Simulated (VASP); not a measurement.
VASP runs on CoGa (CsCl type) share one base input (PBE GGA, plane waves, VASP's PBE PAW potentials (set 64)) and change the settings named in each case.

**INCAR**
```
SYSTEM = CoGa
PREC = Accurate
ENCUT = 400
EDIFF = 1E-6
NELM = 100
ALGO = Normal
LREAL = .FALSE.
LASPH = .TRUE.
ISMEAR = 1
SIGMA = 0.1
GGA = PE
LMAXMIX = 4
LWAVE = .FALSE.
LCHARG = .FALSE.
ISIF = 2
```

POSCAR:
```
CoGa
1.0
  2.8800000000   0.0000000000   0.0000000000
  0.0000000000   2.8800000000   0.0000000000
  0.0000000000   0.0000000000   2.8800000000
Ga Co
1 1
Cartesian
  1.4400000000   1.4400000000   1.4400000000
  0.0000000000   0.0000000000   0.0000000000
```

File KPOINTS:
```
Regular mesh
0
gamma
 11 11 11
0 0 0
```

POTCAR, in this order: Ga_d Co (PBE.64 set). Program: vasp_std.

| change | pressure (GPa) | electronic steps |
|---|---|---|
| base run | -0.20 | 12 |
| EDIFF = 1E-2 | 9.31 | 9 |
| EDIFF = 1E-3 | 0.70 | 10 |
| EDIFF = 1E-4 | -0.24 | 11 |
| EDIFF = 1E-5 | -0.27 | 11 |
| EDIFF = 1E-8 | -0.19 | 15 |

Left out are runs that ran out of time, are held back, or changed the cell or the kind of run, fixed moments of cells without a moment, rows past the twelfth, gaps on odd meshes, pressures of charged cells and columns that move by less than the noise.

The compound is CoGa in the CsCl type structure. The cell was not relaxed at this level. The run is not spin-polarised, so no magnetic state was tried.
